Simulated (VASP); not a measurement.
Output of a VASP run:

OSZICAR:
```
...
DAV:   9    -0.174338094030E+02   -0.33116E-04   -0.96671E-03   766   0.986E-01    0.105E-01
DAV:  10    -0.174339774425E+02   -0.16804E-03   -0.78726E-04   670   0.195E-01    0.288E-02
DAV:  11    -0.174340322755E+02   -0.54833E-04   -0.11187E-04   786   0.966E-02    0.165E-02
DAV:  12    -0.174340351126E+02   -0.28372E-05   -0.10479E-05   798   0.336E-02    0.404E-03
DAV:  13    -0.174340352473E+02   -0.13465E-06   -0.67020E-07   450   0.128E-02
   1 F= 0.20441632E+00 E0= 0.20441632E+00  d E =0.204416E+00
       N       E                     dE             d eps       ncg     rms          rms(c)
DAV:   1    -0.373055656715E+02   -0.19872E+02   -0.60097E+02   700   0.267E+02    0.400E+01
DAV:   2    -0.162565451992E+02    0.21049E+02   -0.48851E+01   618   0.147E+02    0.106E+01
DAV:   3    -0.130044207801E+02    0.32521E+01   -0.14484E+01   734   0.442E+01    0.680E+00
DAV:   4    -0.129465027600E+02    0.57918E-01   -0.64853E-01   758   0.632E+00    0.186E+00
DAV:   5    -0.129410424101E+02    0.54603E-02   -0.96723E-02   670   0.391E+00    0.848E-01
DAV:   6    -0.129436420238E+02   -0.25996E-02   -0.10190E-02   760   0.861E-01    0.305E-01
DAV:   7    -0.129438264524E+02   -0.18443E-03   -0.68705E-04   744   0.212E-01    0.132E-01
DAV:   8    -0.129437187528E+02    0.10770E-03   -0.69773E-04   614   0.155E-01    0.503E-02
DAV:   9    -0.129437167261E+02    0.20266E-05   -0.64621E-05   664   0.701E-02    0.549E-03
DAV:  10    -0.129437172192E+02   -0.49304E-06   -0.56987E-06   632   0.205E-02
   2 F= 0.55050367E+00 E0= 0.55172547E+00  d E =0.346087E+00
       N       E                     dE             d eps       ncg     rms          rms(c)
DAV:   1    -0.227258314975E+02   -0.97821E+01   -0.21032E+02   614   0.224E+02    0.156E+01
DAV:   2    -0.172231789687E+02    0.55027E+01   -0.14234E+01   696   0.438E+01    0.535E+00
DAV:   3    -0.160520763278E+02    0.11711E+01   -0.44233E+00   698   0.261E+01    0.292E+00
DAV:   4    -0.160500549499E+02    0.20214E-02   -0.16931E-01   772   0.306E+00    0.285E+00
DAV:   5    -0.160403999853E+02    0.96550E-02   -0.19476E-02   626   0.241E+00    0.103E+00
DAV:   6    -0.160384284781E+02    0.19715E-02   -0.12068E-02   754   0.866E-01    0.358E-01
DAV:   7    -0.160384657149E+02   -0.37237E-04   -0.97637E-04   760   0.300E-01    0.664E-02
DAV:   8    -0.160384629974E+02    0.27175E-05   -0.46670E-05   766   0.777E-02    0.511E-02
DAV:   9    -0.160384631893E+02   -0.19192E-06   -0.22293E-05   726   0.791E-02    0.294E-02
DAV:  10    -0.160384652401E+02   -0.20508E-05   -0.48820E-06   674   0.240E-02    0.834E-03
DAV:  11    -0.160384660204E+02   -0.78025E-06   -0.96084E-07   336   0.150E-02
   3 F= -.35601575E+00 E0= -.35541317E+00  d E =-.560432E+00
       N       E                     dE             d eps       ncg     rms          rms(c)
DAV:   1    -0.159713586841E+02    0.67107E-01   -0.21221E-01   680   0.625E+00    0.541E-01
DAV:   2    -0.159650529359E+02    0.63057E-02   -0.14030E-02   686   0.168E+00    0.173E-01
DAV:   3    -0.159638675631E+02    0.11854E-02   -0.44336E-03   700   0.927E-01    0.886E-02
DAV:   4    -0.159638671654E+02    0.39776E-06   -0.15536E-04   764   0.998E-02    0.649E-02
DAV:   5    -0.159638720261E+02   -0.48607E-05   -0.25776E-05   634   0.699E-02    0.131E-02
DAV:   6    -0.159638748539E+02   -0.28279E-05   -0.44865E-06   648   0.152E-02    0.213E-03
DAV:   7    -0.159638747221E+02    0.13183E-06   -0.31536E-07   320   0.388E-03
   4 F= -.35717824E+00 E0= -.35657565E+00  d E =-.561595E+00
```

**OUTCAR**
```
------------------------ aborting loop because EDIFF is reached ----------------------------------------
  FORCE on cell =-STRESS in cart. coord.  units (eV):
  Direction    XX          YY          ZZ          XY          YZ          ZX
  --------------------------------------------------------------------------------------
  Total       15.5614342     15.5614342     15.5614342      0.0000000      0.0000000     -0.0000000
  in kB      199.4199630    199.4199630    199.4199630      0.0000000      0.0000000     -0.0000000
  external PRESSURE =      -0.5800370 kB  Pullay stress =     200.0000000 kB
  volume of cell :      125.02
      direct lattice vectors                 reciprocal lattice vectors
     5.000313001  0.000000000 -0.000000000     0.199987481 -0.000000000 -0.000000000
     0.000000000  5.000313001 -0.000000000    -0.000000000  0.199987481 -0.000000000
     0.000000000  0.000000000  5.000313001     0.000000000  0.000000000  0.199987481
 POSITION                                       TOTAL-FORCE (eV/Angst)
 -----------------------------------------------------------------------------------
      0.00000      0.00000      0.00000        -0.000000     -0.000000      0.000000
      2.50016      2.50016      2.50016        -0.000000     -0.000000      0.000000
      2.50016      0.00000      2.50016         0.000000      0.000000      0.000000
      0.00000      2.50016      2.50016         0.000000      0.000000      0.000000
      2.50016      2.50016     -0.00000        -0.000000     -0.000000      0.000000
 -----------------------------------------------------------------------------------
    total drift:                                0.000000      0.000000     -0.000000
  FREE ENERGIE OF THE ION-ELECTRON SYSTEM (eV)
  ---------------------------------------------------
  free  energy   TOTEN  =       -15.9638747221 eV

  energy  without entropy=      -15.9626695477  energy(sigma->0) =      -15.96327213
  enthalpy is  TOTEN    =        -0.3571782352 eV   P V=       15.6066964869

 reached required accuracy - stopping structural energy minimisation
```
(Selected blocks of OUTCAR.)

### POSCAR
```
CsPbCl3
1
    5.2085121460     0.0000000000     0.0000000000
    0.0000000000     5.2085121460     0.0000000000
    0.0000000000     0.0000000000     5.2085121460
Cs Pb Cl
1 1 3
Direct
  0.0000000000   0.0000000000   0.0000000000
  0.5000000000   0.5000000000   0.5000000000
  0.5000000000   0.0000000000   0.5000000000
  0.0000000000   0.5000000000   0.5000000000
  0.5000000000   0.5000000000   0.0000000000
```

Problem. Reconstruct the remaining input files.

Solution. One answer among several that fit: the input of the run itself, PBEsol GGA, plane waves, VASP's PBE PAW potentials (set 64).

**KPOINTS**
```
Automatic mesh
0
Gamma
4 4 4
0 0 0
```

**INCAR**
```
SYSTEM = CsPbCl3
PREC = Accurate
ENCUT = 500
EDIFF = 1E-6
NELM = 100
ALGO = Normal
LREAL = .FALSE.
LASPH = .TRUE.
ISMEAR = 0
SIGMA = 0.05
GGA = PS
LMAXMIX = 4
LWAVE = .FALSE.
LCHARG = .FALSE.
IBRION = 2
ISIF = 3
NSW = 40
EDIFFG = -0.02
PSTRESS = 200
```

POTCAR, in this order: Cs_sv Pb_d Cl (PBE.64 set). Program: vasp_std.

Energy and stress use the plane-wave basis of the starting cell.

The compound is CsPbCl3 in the cubic perovskite structure, the ideal cubic form; the compound distorts at low or room temperature. This run relaxes it under an external pressure of 20 GPa. Symmetry was kept, so distortions that lower it aren't found. The k-mesh is coarse (spacing up to 0.31 per Å, 2π included), so the numbers may not be converged in it.
